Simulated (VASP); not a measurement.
Output of a VASP run:

OSZICAR:
```
       N       E                     dE             d eps       ncg     rms          rms(c)
DAV:   1     0.253397890260E+03    0.25340E+03   -0.13724E+04  2688   0.188E+03
DAV:   2     0.152846255539E+02   -0.23811E+03   -0.23670E+03  2824   0.495E+02
DAV:   3    -0.113612740120E+02   -0.26646E+02   -0.26450E+02  5296   0.136E+02
DAV:   4    -0.124806657621E+02   -0.11194E+01   -0.11190E+01  2840   0.288E+01
DAV:   5    -0.125410227691E+02   -0.60357E-01   -0.60357E-01  4448   0.460E+00    0.122E+01
DAV:   6    -0.105830871222E+02    0.19579E+01   -0.73205E+00  3176   0.317E+01    0.314E+00
DAV:   7    -0.105688312586E+02    0.14256E-01   -0.76566E-01  4072   0.744E+00    0.201E+00
DAV:   8    -0.105949184660E+02   -0.26087E-01   -0.21132E-01  3104   0.628E+00    0.707E-01
DAV:   9    -0.105860693006E+02    0.88492E-02   -0.48718E-02  3232   0.262E+00    0.574E-02
DAV:  10    -0.105863180828E+02   -0.24878E-03   -0.25084E-03  4248   0.394E-01    0.873E-02
DAV:  11    -0.105863526422E+02   -0.34559E-04   -0.16964E-04  3224   0.128E-01    0.289E-02
DAV:  12    -0.105863384273E+02    0.14215E-04   -0.34748E-05  3448   0.496E-02    0.509E-03
DAV:  13    -0.105863406033E+02   -0.21761E-05   -0.65419E-07  2048   0.969E-03    0.965E-04
DAV:  14    -0.105863415093E+02   -0.90599E-06   -0.26001E-07  1680   0.511E-03
   1 F= -.10586342E+02 E0= -.10586272E+02  d E =-.105863E+02
```

**OUTCAR**
```
------------------------ aborting loop because EDIFF is reached ----------------------------------------
  FORCE on cell =-STRESS in cart. coord.  units (eV):
  Direction    XX          YY          ZZ          XY          YZ          ZX
  --------------------------------------------------------------------------------------
  Total       -0.0129531     -0.0129531      0.0136230     -0.0000000     -0.0000000      0.0000000
  in kB       -0.6121407     -0.6121408      0.6437993     -0.0000000     -0.0000000      0.0000000
  external PRESSURE =      -0.1934941 kB  Pullay stress =       0.0000000 kB
  volume of cell :       33.90
      direct lattice vectors                 reciprocal lattice vectors
     1.455948344 -2.521776561  0.000000000     0.343418777 -0.198272919  0.000000000
     1.455948344  2.521776561  0.000000000     0.343418777  0.198272919  0.000000000
     0.000000000  0.000000000  4.616887676     0.000000000  0.000000000  0.216596129
 POSITION                                       TOTAL-FORCE (eV/Angst)
 -----------------------------------------------------------------------------------
      1.45595      0.84059      1.15422         0.000000      0.000000      0.000000
      1.45595     -0.84059      3.46267         0.000000     -0.000000      0.000000
 -----------------------------------------------------------------------------------
    total drift:                               -0.000000      0.001056     -0.000020
  FREE ENERGIE OF THE ION-ELECTRON SYSTEM (eV)
  ---------------------------------------------------
  free  energy   TOTEN  =       -10.5863415093 eV

  energy  without entropy=      -10.5861324851  energy(sigma->0) =      -10.58627183

 reached required accuracy - stopping structural energy minimisation
```
(Selected blocks of OUTCAR.)

### POSCAR
```
Ti
1
    1.4559483436    -2.5217765609     0.0000000000
    1.4559483436     2.5217765609     0.0000000000
   -0.0000000000     0.0000000000     4.6168876758
Ti
2
Direct
  0.3333330000   0.6666670000   0.2500000000
  0.6666670000   0.3333330000   0.7500000000
```

Write an INCAR and KPOINTS that could have produced this output.

This is not unique; one that fits is the input of the run itself, rev-vdW-DF2, plane waves, VASP's PBE PAW potentials (set 64).

**INCAR**
```
SYSTEM = Ti
PREC = Accurate; ENCUT = 520; LREAL = .FALSE.
LASPH = .TRUE.
EDIFF = 1E-6; NELM = 100; ALGO = Normal
LMAXMIX = 4
ISMEAR = 1; SIGMA = 0.1
GGA = MK; LUSE_VDW = .TRUE.; AGGAC = 0.0
PARAM1 = 0.1234568; PARAM2 = 0.7114; ZAB_VDW = -1.8867
IBRION = 2; NSW = 60; ISIF = 3
EDIFFG = -0.01
LWAVE = .FALSE.; LCHARG = .FALSE.
```

### KPOINTS
```
Automatic mesh
0
Gamma
13 13 7
0 0 0
```

POTCAR, in this order: Ti_sv (PBE.64 set). Program: vasp_std.

The compound is Ti in the hcp structure. It was relaxed first. The start is the result of an earlier pass.
